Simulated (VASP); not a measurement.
# TiAl3: structure and properties in VASP, part 2 of 2

Wanted: the relaxed cell of TiAl3 and its properties. The start is a computed cell from the Materials Project.

VASP 6.6.1; r2SCAN with rVV10; plane waves and PAW (Ti_sv, Al).

Still holding for the runs below: This run has no spin polarisation. Its electron count is odd, so without a moment it is a metal by construction. The k-mesh is coarse for a metal.

So far. Step 5 (Total and projected DOS (r2SCAN + rVV10)): The finer mesh and the other smearing move the Fermi level by -0.03 eV from the 7×7×7 run, a small shift, which tests the Fermi level alone. Of the states within 0.3 eV of the Fermi level, the largest shares in the PAW spheres are Ti d 48 % and Al p 7 %. The rest lies in smaller channels or between the spheres. Step 7 (Volume scan with r2SCAN + rVV10): The pressure here is 8.19 GPa.

## Step 8: Volume scan with r2SCAN + rVV10 (run 2)

Contents of INCAR:

```
SYSTEM = TiAl3
PREC = Accurate
ENCUT = 400
EDIFF = 1E-06
NELM = 100
ISMEAR = 1
SIGMA = 0.2
LREAL = .FALSE.
ALGO = Normal
METAGGA = R2SCAN
LUSE_VDW = .TRUE.
IVDW_NL = 2
BPARAM = 11.95
CPARAM = 0.0093
LASPH = .TRUE.
NBANDS = 16
LORBIT = 11
LWAVE = .FALSE.
LCHARG = .FALSE.
KPAR = 4
ISIF = 2
```

Contents of POSCAR:

```
TiAl3
1.0
    0.0000000000     -3.7617514701      0.0000000000
   -3.7617514701      0.0000000000      0.0000000000
    1.8808757351     -1.8808757351     -4.2210101988
Ti Al
1 3
Direct
    0.0000000000      0.0000000000      0.0000000000
    0.5000000000      0.5000000000      0.0000000000
    0.7500000000      0.7500000000      0.5000000000
    0.2500000000      0.2500000000      0.5000000000
```

Contents of KPOINTS:

```
Automatic mesh
0
Gamma
7 7 7
0 0 0
```

PAW data sets: Ti_sv and Al (PBE family, release 64).

Started as:

```console
$ mpirun -np 4 vasp_std
```

Run time: 39 s. Hardware: 4 MPI ranks of Intel Xeon 6975P-C (Granite Rapids), shared host; peak memory 1.1 GiB; 2.3 min of CPU time.

This step gave:

* free energy (TOTEN): -34.39 eV
* energy at zero smearing: -34.39 eV
* Fermi energy: 8.828 eV
* pressure: 5.187 GPa

The pressure falls from 8.19 to 5.19 GPa.

The run ends at a pressure of 5.19 GPa.

## Step 9: Volume scan with r2SCAN + rVV10 (run 3)

INCAR is that of step 8.

Contents of POSCAR:

```
TiAl3
1.0
    0.0000000000     -3.7876954035      0.0000000000
   -3.7876954035      0.0000000000      0.0000000000
    1.8938477018     -1.8938477018     -4.2501215339
Ti Al
1 3
Direct
    0.0000000000      0.0000000000      0.0000000000
    0.5000000000      0.5000000000      0.0000000000
    0.7500000000      0.7500000000      0.5000000000
    0.2500000000      0.2500000000      0.5000000000
```

KPOINTS is that of step 8.

Started as:

```console
$ mpirun -np 4 vasp_std
```

Run time: 37 s. Hardware: 4 MPI ranks; peak memory 1.2 GiB; 2.3 min of CPU time.

The pressure falls from 5.19 to 2.46 GPa.

The run ends at a pressure of 2.46 GPa.

## Step 10: Volume scan with r2SCAN + rVV10 (run 4)

INCAR is that of step 9.

Contents of POSCAR:

```
TiAl3
1.0
    0.0000000000     -3.8132887164      0.0000000000
   -3.8132887164      0.0000000000      0.0000000000
    1.9066443582     -1.9066443582     -4.2788394424
Ti Al
1 3
Direct
    0.0000000000      0.0000000000      0.0000000000
    0.5000000000      0.5000000000      0.0000000000
    0.7500000000      0.7500000000      0.5000000000
    0.2500000000      0.2500000000      0.5000000000
```

KPOINTS is that of step 9.

Started as:

```console
$ mpirun -np 4 vasp_std
```

Wall time 36 s (4 MPI ranks); peak memory 1.1 GiB; 2.3 min of CPU time.

The pressure falls from 2.46 to -0.02 GPa.

The run ends at a pressure of -0.02 GPa.

## Step 11: Volume scan with r2SCAN + rVV10 (run 5)

INCAR is that of step 10.

Contents of POSCAR:

```
TiAl3
1.0
    0.0000000000     -3.8385430200      0.0000000000
   -3.8385430200      0.0000000000      0.0000000000
    1.9192715100     -1.9192715100     -4.3071769533
Ti Al
1 3
Direct
    0.0000000000      0.0000000000      0.0000000000
    0.5000000000      0.5000000000      0.0000000000
    0.7500000000      0.7500000000      0.5000000000
    0.2500000000      0.2500000000      0.5000000000
```

KPOINTS is that of step 10.

Started as:

```console
$ mpirun -np 4 vasp_std
```

Wall time 38 s (4 MPI ranks); peak memory 1.2 GiB.

The pressure falls from -0.02 to -2.24 GPa.

The run ends at a pressure of -2.24 GPa.

## Step 12: Volume scan with r2SCAN + rVV10 (run 6)

INCAR is that of step 11.

Contents of POSCAR:

```
TiAl3
1.0
    0.0000000000     -3.8634693225      0.0000000000
   -3.8634693225      0.0000000000      0.0000000000
    1.9317346613     -1.9317346613     -4.3351464185
Ti Al
1 3
Direct
    0.0000000000      0.0000000000      0.0000000000
    0.5000000000      0.5000000000      0.0000000000
    0.7500000000      0.7500000000      0.5000000000
    0.2500000000      0.2500000000      0.5000000000
```

KPOINTS is that of step 11.

Started as:

```console
$ mpirun -np 4 vasp_std
```

Wall time 39 s (4 MPI ranks); peak memory 1.2 GiB; 2.4 min of CPU time.

The pressure falls from -2.24 to -4.26 GPa.

The run ends at a pressure of -4.26 GPa.

## Step 13: Volume scan with r2SCAN + rVV10 (run 7)

A prediction first. A parabola through the 6 pressures of evenly scaled cells so far, P = -0.02 -117.7 t +242 t² GPa with t = ln(V/V₁) and V₁ the volume at scale 1, gives -6.05 GPa at t = +0.0583.

INCAR is that of step 12.

Contents of POSCAR:

```
TiAl3
1.0
    0.0000000000     -3.8880780708      0.0000000000
   -3.8880780708      0.0000000000      0.0000000000
    1.9440390354     -1.9440390354     -4.3627595606
Ti Al
1 3
Direct
    0.0000000000      0.0000000000      0.0000000000
    0.5000000000      0.5000000000      0.0000000000
    0.7500000000      0.7500000000      0.5000000000
    0.2500000000      0.2500000000      0.5000000000
```

KPOINTS is that of step 12.

Started as:

```console
$ mpirun -np 4 vasp_std
```

Wall time 39 s (4 MPI ranks); peak memory 1.1 GiB.

The pressure falls from -4.26 to -6.09 GPa. The parabola predicted -6.05 GPa, +0.04 GPa off.

## Step 14: Comparing the runs

Times are for 4 MPI ranks of Intel Xeon 6975P-C (Granite Rapids), shared host. The runs compared:

| no. | volume scale | energy above the lowest point (meV/atom) | pressure (GPa) | time | memory (GiB) |
| --- | --- | --- | --- | --- | --- |
| 1 | 0.94 | 23.99 | 8.193 | 23 s | 0.94 |
| 2 | 0.96 | 10.61 | 5.187 | 39 s | 1.1 |
| 3 | 0.98 | 2.77 | 2.462 | 37 s | 1.2 |
| 4 | 1 | 0 | -0.02006 | 36 s | 1.1 |
| 5 | 1.02 | 1.85 | -2.245 | 38 s | 1.2 |
| 6 | 1.04 | 7.8 | -4.264 | 39 s | 1.2 |
| 7 | 1.06 | 17.54 | -6.092 | 39 s | 1.1 |

## Step 15: Fit for r2SCAN + rVV10

This step: Birch-Murnaghan fit, r2SCAN with rVV10; plane waves and PAW (VASP 6.6.1).

No new run; the numbers come from the runs before.

This step gave:

```yaml
pressure_derivative_of_the_bulk_modulus: 3.911
r_m_s_error_of_the_fit: 9.78e-6 eV/atom
minimum_inside_the_sampled_range: yes
bulk_modulus: 117.1 GPa
equilibrium_volume_of_the_fit: 15.58 Å³/atom
```

Table of energy above the fitted minimum by volume:

| volume (Å³/atom) | energy above the fitted minimum (eV/atom) |
| --- | --- |
| 14.621 | 0.0240 |
| 14.933 | 0.0106 |
| 15.244 | 0.00278 |
| 15.555 | 1.6e-6 |
| 15.866 | 0.00185 |
| 16.177 | 0.00781 |
| 16.488 | 0.0175 |

The fitted volume lies +0.17 % from the relaxed one. At a finite cutoff and mesh the minimum of the energy and the zero of the stress don't quite coincide, and the relaxation stops at a threshold.

## Step 16: Results

* relaxed volume: 15.55 Å³/atom
* relaxed conventional cell a, b, c: 3.813, 3.813, 8.558 Å
* space group after relaxing, within 0.02 Å: I4/mmm (No. 139)
* band gap: none, a metal
* DOS at the Fermi level: 1.56 states/eV/cell
* bulk modulus from the fit: 117 GPa
* volume from the fit: 15.6 Å³/atom

**Reading.** With r2SCAN + rVV10, TiAl3 relaxes to 15.55 Å³/atom in space group I4/mmm (held by the symmetry of the run), comes out as a metal and has a bulk modulus of 117 GPa at fixed shape and positions, an upper bound. Band structure (r2SCAN + rVV10): Of the bands kept, 3 cross the Fermi level on this path. The k-sampling is coarse for a metal, so the Fermi level, pressures and the shape of the cell carry errors. With an odd electron count and no spin the cell is a metal by construction. No search among competing phases was made, and a listed structure need not be the one stable at ambient conditions. All values are for a static lattice at zero temperature.

[Lines on the potential files, build, host, timing and source positions are cut from VASP's logs without a mark.]

[Logs are printed without paths, hosts, clocks, repeated set-up lines and the standing remarks that a program may print on its own settings, such as how far it seeks lower states.]

[Hosts, paths, dates, database ids (printed as entryN), source tags and the programs' standing remarks are cut or masked in the printed files.]

[A measured line is paired with the nearest computed mode of its activity, which favours agreement.]
